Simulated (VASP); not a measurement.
VASP runs on ZnSe (zinc blende) share one base input (PBE GGA, plane waves, VASP's PBE PAW potentials (set 64)) and change the settings named in each case.

### INCAR
```
ALGO = Normal
EDIFF = 1E-6
ENCUT = 400
GGA = PE
ISIF = 2
ISMEAR = 0
LASPH = T
LCHARG = F
LMAXMIX = 4
LREAL = F
LWAVE = F
NELM = 100
PREC = Accurate
SIGMA = 0.05
SYSTEM = ZnSe
```

KPOINTS:
```
kpoints
0
Gamma
 7 7 7
```

File POSCAR:
```
ZnSe
1
    0.0000000000     2.8350000000     2.8350000000
    2.8350000000     0.0000000000     2.8350000000
    2.8350000000     2.8350000000     0.0000000000
Zn Se
1 1
Direct
  0.0000000000   0.0000000000   0.0000000000
  0.2500000000   0.2500000000   0.2500000000
```

POTCAR, in this order: Zn Se (PBE.64 set). Program: vasp_std.

```tsv
change	E(σ→0) (eV/atom)	pressure (GPa)
base run	-3.0092	2.04
LDAU = .TRUE., LDAUJ = 0 0, LDAUL = 2 -1, LDAUTYPE = 2, LDAUU = 1.0 0	-2.9627	1.83
LDAU = .TRUE., LDAUJ = 0 0, LDAUL = 2 -1, LDAUTYPE = 2, LDAUU = 2.0 0	-2.9203	1.59
LDAU = .TRUE., LDAUJ = 0 0, LDAUL = 2 -1, LDAUTYPE = 2, LDAUU = 3.0 0	-2.8822	1.33
LDAU = .TRUE., LDAUJ = 0 0, LDAUL = 2 -1, LDAUTYPE = 2, LDAUU = 4.0 0	-2.8483	1.05
LDAU = .TRUE., LDAUJ = 0 0, LDAUL = 2 -1, LDAUTYPE = 2, LDAUU = 5.0 0	-2.8187	0.73
LDAU = .TRUE., LDAUJ = 0 0, LDAUL = 2 -1, LDAUTYPE = 2, LDAUU = 6.0 0	-2.7934	?
LDAU = .TRUE., LDAUJ = 0 0, LDAUL = 2 -1, LDAUTYPE = 2, LDAUU = 8.0 0	-2.7564	?
LDAU = .TRUE., LDAUJ = 0 0, LDAUL = 2 -1, LDAUTYPE = 2, LDAUU = 5.0 0, LMAXMIX = 2	-2.8187	0.73
```

### Question
Fill in the missing entries.

### Answer

- LDAU = .TRUE., LDAUJ = 0 0, LDAUL = 2 -1, LDAUTYPE = 2, LDAUU = 6.0 0, pressure (GPa): 0.37
- LDAU = .TRUE., LDAUJ = 0 0, LDAUL = 2 -1, LDAUTYPE = 2, LDAUU = 8.0 0, pressure (GPa): -0.46

Energies of different potentials or functionals have different zeros.

Left out are runs that ran out of time, are held back, or changed the cell or the kind of run, fixed moments of cells without a moment, rows past the twelfth, gaps on odd meshes, pressures of charged cells and columns that move by less than the noise.

The compound is ZnSe in the zinc blende structure. The cell was not relaxed at this level.
